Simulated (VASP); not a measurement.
A VASP calculation is set up with these files.

INCAR:
```
SYSTEM = PbF2
PREC = Accurate
ENCUT = 520
EDIFF = 1E-6
NELM = 100
ALGO = Normal
LREAL = .FALSE.
LASPH = .TRUE.
ISMEAR = 0
SIGMA = 0.05
GGA = PE
LMAXMIX = 4
LWAVE = .FALSE.
LCHARG = .FALSE.
ISIF = 2
```

POSCAR:
```
PbF2
1
    0.0000000000     2.9700000000     2.9700000000
    2.9700000000     0.0000000000     2.9700000000
    2.9700000000     2.9700000000     0.0000000000
Pb F
1 2
Direct
  0.0000000000   0.0000000000   0.0000000000
  0.2500000000   0.2500000000   0.2500000000
  0.7500000000   0.7500000000   0.7500000000
```

### KPOINTS
```
k-points along high-symmetry lines
6
Line-mode
Reciprocal
  0.000000   0.000000   0.000000 ! GAMMA
  0.500000   0.000000   0.500000 ! X

  0.500000   0.000000   0.500000 ! X
  0.625000   0.250000   0.625000 ! U

  0.375000   0.375000   0.750000 ! K
  0.000000   0.000000   0.000000 ! GAMMA

  0.000000   0.000000   0.000000 ! GAMMA
  0.500000   0.500000   0.500000 ! L

  0.500000   0.500000   0.500000 ! L
  0.500000   0.250000   0.750000 ! W

  0.500000   0.250000   0.750000 ! W
  0.500000   0.000000   0.500000 ! X
```

POTCAR, in this order: Pb_d F (PBE.64 set). Program: vasp_std.

The run wrote:

**standard output**
```
 POSCAR found type information on POSCAR PbF
 POSCAR found :  2 types and       3 ions
 Reading from existing POTCAR
 Reading from existing POTCAR
 LDA part: xc-table for (Slater+PW92), standard interpolation
 POSCAR, INCAR and KPOINTS ok, starting setup
 WAVECAR not read
 entering main loop
       N       E                     dE             d eps       ncg     rms          rms(c)
DAV:   1     0.307523095642E+03    0.30752E+03   -0.15076E+04  1308   0.179E+03
DAV:   2     0.109398486549E+02   -0.29658E+03   -0.28489E+03  1516   0.456E+02
DAV:   3    -0.154832167208E+02   -0.26423E+02   -0.26205E+02  1540   0.151E+02
DAV:   4    -0.162337673727E+02   -0.75055E+00   -0.74950E+00  1388   0.261E+01
DAV:   5    -0.162581254495E+02   -0.24358E-01   -0.24355E-01  1496   0.474E+00    0.817E+00
DAV:   6    -0.142133236965E+02    0.20448E+01   -0.10413E+01  1708   0.274E+01    0.271E+00
DAV:   7    -0.142065756011E+02    0.67481E-02   -0.42721E-01  1322   0.446E+00    0.159E+00
DAV:   8    -0.142014542442E+02    0.51214E-02   -0.95115E-02  1310   0.392E+00    0.448E-01
DAV:   9    -0.141996655308E+02    0.17887E-02   -0.16936E-02  1504   0.104E+00    0.101E-01
DAV:  10    -0.142008187345E+02   -0.11532E-02   -0.13791E-03  1300   0.415E-01    0.260E-02
DAV:  11    -0.142008156712E+02    0.30632E-05   -0.79261E-05  1434   0.101E-01    0.119E-02
DAV:  12    -0.142008264497E+02   -0.10779E-04   -0.37445E-05  1466   0.697E-02    0.713E-03
DAV:  13    -0.142008258526E+02    0.59709E-06   -0.97230E-06  1428   0.375E-02
   1 F= -.14200826E+02 E0= -.14200826E+02  d E =-.124551E-11
```

### OUTCAR
```
------------------------ aborting loop because EDIFF is reached ----------------------------------------
  FORCE on cell =-STRESS in cart. coord.  units (eV):
  Direction    XX          YY          ZZ          XY          YZ          ZX
  --------------------------------------------------------------------------------------
  Total        0.8749361      0.8749361      0.8749361     -0.0000000     -0.0000000      0.0000000
  in kB       26.7539287     26.7539287     26.7539287     -0.0000000     -0.0000000      0.0000000
  external PRESSURE =      26.7539287 kB  Pullay stress =       0.0000000 kB
  volume of cell :       52.40
      direct lattice vectors                 reciprocal lattice vectors
     0.000000000  2.970000000  2.970000000    -0.168350168  0.168350168  0.168350168
     2.970000000  0.000000000  2.970000000     0.168350168 -0.168350168  0.168350168
     2.970000000  2.970000000  0.000000000     0.168350168  0.168350168 -0.168350168
 POSITION                                       TOTAL-FORCE (eV/Angst)
 -----------------------------------------------------------------------------------
      0.00000      0.00000      0.00000         0.000000      0.000000     -0.000000
      1.48500      1.48500      1.48500         0.000000      0.000000      0.000000
      4.45500      4.45500      4.45500        -0.000000     -0.000000      0.000000
 -----------------------------------------------------------------------------------
    total drift:                                0.000000     -0.000000      0.000000
  FREE ENERGIE OF THE ION-ELECTRON SYSTEM (eV)
  ---------------------------------------------------
  free  energy   TOTEN  =       -14.2008258526 eV

  energy  without entropy=      -14.2008258526  energy(sigma->0) =      -14.20082585
```
(Selected blocks of OUTCAR.)

Question: The run ends quietly. Is anything wrong with it?

Answer: The cause: a line-mode KPOINTS file was used for a self-consistent run. The run ends without an error. Against the sound run, the energy per atom (σ→0) goes up by 0.046 eV/atom; the pressure rises by 0.69 GPa. To mend it, correct KPOINTS.
KPOINTS:
```
Automatic mesh
0
Gamma
5 5 5
0 0 0
```
The mended run (PBE GGA, plane waves, VASP's PBE PAW potentials (set 64)) converges, and its OSZICAR ends with
```
   1 F= -.14339228E+02 E0= -.14339228E+02  d E =-.521409E-17
```

The compound is PbF2 in the fluorite structure, the β form. The cell was not relaxed at this level.
